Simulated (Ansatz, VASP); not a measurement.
## Cross-check of PtS2 between VASP and Ansatz

Wanted: the spread between two codes on one cell, functional and k mesh. The cell is taken from a series of runs on this material, whose earlier steps may have relaxed, scaled, displaced or heated it; both programs get it as it stands.

Method: plane waves, with VASP 6.6.1 beside it; zone-centre phonons at PBE with D3(BJ), in Ansatz 0.2.0.

## Step 1: Set-up

The structure is trigonal, space group P-3m1 (No. 164). Conventional cell: a = 3.547 Å, b = 3.547 Å, c = 4.742 Å, α = 90.00°, β = 90.00°, γ = 120.00°. S has 3 Pt at 2.39 Å nearest. Pt has 6 S at 2.39 Å nearest. Farther neighbours and most contacts between anions are not listed.

## Step 2: Ansatz: zone-centre phonons, PBE with D3(BJ)

Ansatz runs on its PAW soft_1 files.

Second derivatives magnify differences that forces hide, and they need a tight electronic threshold.

Contents of input.yaml:

```yaml
crystal:
  lattice:
    - [3.5472551037, 0.0, 0.0]
    - [-1.7736275519, 3.0720130335, 0.0]
    - [0.0, 0.0, 4.7418008261]
  atoms:
    - { symbol: S, position: [0.3333333333, 0.6666666667, 0.2585974108] }
    - { symbol: S, position: [0.6666666667, 0.3333333333, 0.7414025892] }
    - { symbol: Pt, position: [0.0, 0.0, 0.0] }
kpoints:
  mp_grid: { grid: [12, 12, 8] }
hamiltonian:
  xc: pbe
  dispersion: d3bj
  pseudopotentials: { kind: paw, azcp: { folder: soft_1 } }
scf:
  occupations: { method: gaussian, width: 0.01 }
output:
  eigenvalues: true
phonons:
  method: dfpt
```

Run with:

```sh
$ ansatz run input.yaml --threads 4 --pin off --max-ram 10240MiB --backend cpu --events-out ev --progress --plain --runs-dir out
```

Numbers of over 12 decimals in the logs are rounded to 6 here.

What it wrote:

```text
Engine: ansatz 0.2.0, aarch64-unknown-linux-gnu
Pseudopotentials: kind: paw
Pseudopotential: S, paw, valence charge 6, recommended cutoff 420 eV (normal), soft_1/S.paw.azcp
Pseudopotential: Pt, paw, valence charge 18, recommended cutoff 420 eV (normal), soft_1/Pt.paw.azcp
Functional definition: PBE
  parameter kappa = 0.804
  parameter beta = 0.066725
  exchange = pbe_x(kappa = kappa, mu = beta*pi^2/3)
  correlation = pbe_c(beta = beta)
Crystal: 3 atoms, lattice volume = 51.672 Å³
Basis set: ecut = 420 eV, 981 PW (Γ), exchange–correlation on 48×48×64 points (8 copies of the dense FFT grid, shifted against one another)
Bands: 19, of which v1, the nominal top of the filled ones, is band 15 counted from 1 (14 counted from 0)
Symmetry: 12 space group operations
k-points: 320 of 1152 (irreducible under 2 space group operations, time reversal used)
Non-local potential: S, projectors of the file, l = 0: 2, l = 1: 2, l = 2: 1
Non-local potential: Pt, projectors of the file, l = 0: 3, l = 1: 2, l = 2: 2, l = 3: 1
PAW form: soft (Blöchl's): semilocal exchange-correlation on the pseudo side does not see the compensation charge
PAW one-centre angular grid: S, 110 points (default); XC on 64 Gauss nodes
PAW one-centre angular grid: Pt, 590 points (default); XC on 64 Gauss nodes
Initial density: superposition of atomic densities (chi_scale 0.1, normalization cell, long waves kept (reshape's long-wave potential 0.01 eV rms))
Initial wavefunctions: pseudopotential atomic-orbital guess
Functional: x = pbe(κ = 0.804, μ = 0.219515), c = pbe(β = 0.066725)
SCF iter   1: F=—  HF=-14331.667817 eV  |F-HF|=—  |Δ(HF+E_count)|=         —  Δρ=7.87e-2  dr2=2.80e0  ethr=3.10e-3  ⟨swp⟩=6.4  Hψ=33923  notcnv=0
preconditioner: auto → Resta (q_TF=auto, 2.492 Å⁻¹)  ε∞=7.3  [insulator: Δε(μ)=0.811 eV  Ē_g=9.672 eV  σ=0.010 eV  W_gap=1.00  n_scr=20 (ndim 8)  ℏωp=24.2 eV  f_vac=0.000  D(μ)=0.00/eV (n_scr^D=0)  ε∞_Penn≈7.3]
SCF iter   2: F=—  HF=-14331.241874 eV  |F-HF|=—  |Δ(HF+E_count)|=   4.26e-1  Δρ=3.72e-2  dr2=5.61e-1  ethr=3.10e-3  ⟨swp⟩=2.8  Hψ=11986  notcnv=0
SCF iter   3: F=—  HF=-14331.149913 eV  |F-HF|=—  |Δ(HF+E_count)|=   9.20e-2  Δρ=5.19e-3  dr2=8.42e-3  ethr=1.87e-3  ⟨swp⟩=2.6  Hψ=9608  notcnv=0
SCF iter   4: F=—  HF=-14331.151242 eV  |F-HF|=—  |Δ(HF+E_count)|=   1.33e-3  Δρ=7.35e-4  dr2=3.08e-4  ethr=2.81e-5  ⟨swp⟩=2.1  Hψ=12459  notcnv=0
SCF iter   5: F=—  HF=-14331.151492 eV  |F-HF|=—  |Δ(HF+E_count)|=   2.51e-4  Δρ=1.82e-4  dr2=1.77e-5  ethr=1.03e-6  ⟨swp⟩=2.0  Hψ=10881  notcnv=0
SCF iter   6: F=—  HF=-14331.151512 eV  |F-HF|=—  |Δ(HF+E_count)|=   2.00e-5  Δρ=3.90e-5  dr2=7.88e-7  ethr=5.89e-8  ⟨swp⟩=2.0  Hψ=9437  notcnv=0
SCF iter   7: F=—  HF=-14331.151518 eV  |F-HF|=—  |Δ(HF+E_count)|=   6.17e-6  Δρ=7.17e-6  dr2=2.77e-8  ethr=2.63e-9  ⟨swp⟩=2.0  Hψ=9600  notcnv=0
SCF iter   8: F=—  HF=-14331.151518 eV  |F-HF|=—  |Δ(HF+E_count)|=   5.22e-8  Δρ=1.79e-6  dr2=2.29e-9  ethr=9.25e-11  ⟨swp⟩=2.2  Hψ=10266  notcnv=0
SCF iter   9: F=—  HF=-14331.151518 eV  |F-HF|=—  |Δ(HF+E_count)|=   2.99e-9  Δρ=3.80e-7  dr2=9.03e-11  ethr=7.64e-12  ⟨swp⟩=2.0  Hψ=9300  notcnv=0
SCF iter  10: F=-14331.151518 eV  HF=-14331.151518 eV  |F-HF|=3.64e-12  |Δ(HF+E_count)|=  1.02e-10  Δρ=8.34e-8  dr2=2.36e-12  ethr=1.00e-12  ⟨swp⟩=7.1  Hψ=31117  notcnv=0
SCF 1 converged in 10 iterations: F = -14331.151518 eV  dr2 = 2.36e-12
  greatest PAW one-centre occupation: 1.000 electrons in one spin orbital (limit 2), on the Pt atom at site 2 (counted from 0), in its partial waves of l = 0
DFPT response loops at Γ: preconditioner auto → Resta (q_TF=auto, 2.492 Å⁻¹)  ε∞=18.5 (no band partly filled); β = 1.00, the filter's whole step (`scf.mixing.beta` (0.50) is not read by the response loops at its default; to damp them type it under 1.00, their step now; it binds the ground state too); Broyden in place of MSR1
SCF converged after 10 iterations
Free energy (F): -14331.151518 eV
Harris-Foulkes:  -14331.151518 eV  (|F-HF|=3.64e-12)
Internal energy: -14331.151518 eV  (E = F + TS)
E sigma→0 (E₀):  -14331.151518 eV
Fermi energy:    12.580679 eV
--- Per-component energies (eV) ---
  E_band       = -286.477525
  E_kinetic    = 807.541294
  E_local      = -2782.070642  (includes V_loc(G=0)·N_el)
  E_nonlocal   = 272.197332
  E_hartree    = 1094.884056
  E_xc         = -410.391353
  E_vxc        = -437.276293  (∫ρ·V_xc dr)
  E_paw        = -10700.555443  (= ΣΔE_a)
  E_vpaw       = -336.638443  (= ΣTr[D̂ρ^β])
  E_aug_tail   = 0.001111  (compensation charges beyond the density's cutoff)
  E_ewald      = -2611.399621
  E_disp       = -1.358253  (pairwise vdW)
  E_smearing   = -0.000000  (= −TS)
  E_closure    = 0.000000  (closes the sum)
  Σ components = -14331.151518   (vs F -14331.151518, Δ=0.00e0)
--- Band table (eV; the first three rows and the last of 320) ---
  k-point 0: bands = [... 11 lower, 9.9302, 10.9481, 10.9481, 12.4937, 13.7381, 13.7381, 16.2160, 17.6070]
  k-point 1: bands = [... 11 lower, 9.8912, 10.8647, 10.8647, 12.2121, 13.8852, 13.8852, 16.3713, 17.9113]
  k-point 2: bands = [... 11 lower, 9.7364, 10.6816, 10.6816, 11.6156, 14.2390, 14.2390, 16.8141, 18.5761]
  k-point 319: bands = [... 11 lower, 8.9855, 9.1717, 9.6856, 10.2935, 14.0380, 14.1405, 18.6058, 19.1193]
--- Phonons (Γ-DFPT): 4 representative perturbations + reference, on 320 of 1152 k-points (Σ response iterations 12) ---
  k mesh reduced under 2 symmetry operations, with k and −k counted as one. Each operation leaves every solved perturbation unchanged. A smaller set is not used because it would not reduce the number of displacements times k-points to solve
  ASR residual: 8.575e-6 → 0.000e0 eV/Å²; symmetrization residual: 6.097e-6 eV/Å²
  pairwise dispersion correction: d3bj (s6 = 1.0, s8 = 0.7875, a1 = 0.4289, a2_bohr = 4.4407), with the weights of each atom's references fixed at the reference crystal's, and the forces and stress that the weights' published response gives there kept as a pressure on the atom's counted neighbours (hamiltonian.dispersion)
  ASR residual per site (eV/Å²): 5.45e-6 5.45e-6 8.58e-6
  Γ frequencies (cm⁻¹): 0.00 0.00 0.00 297.40 297.40 309.75 309.75 321.62 335.26
  non-analytic LO–TO correction: not included (Born effective charges unavailable; polar crystals: no LO–TO splitting at Γ)
```

In the SCF lines HF is the Harris–Foulkes energy and dr2 the Hartree energy of the density residual, in eV; the loop may stop once dr2 is under the threshold and the program's other checks hold. Hψ counts applications of the Hamiltonian.

(Part 1 of 2 ends here.)

[Lines on the potential files, build, host, timing and source positions are cut from VASP's logs without a mark.]

[Logs are printed without paths, hosts, clocks, repeated set-up lines and the standing remarks that a program may print on its own settings, such as how far it seeks lower states.]

[Hosts, paths, dates, database ids (printed as entryN), source tags and the programs' standing remarks are cut or masked in the printed files.]
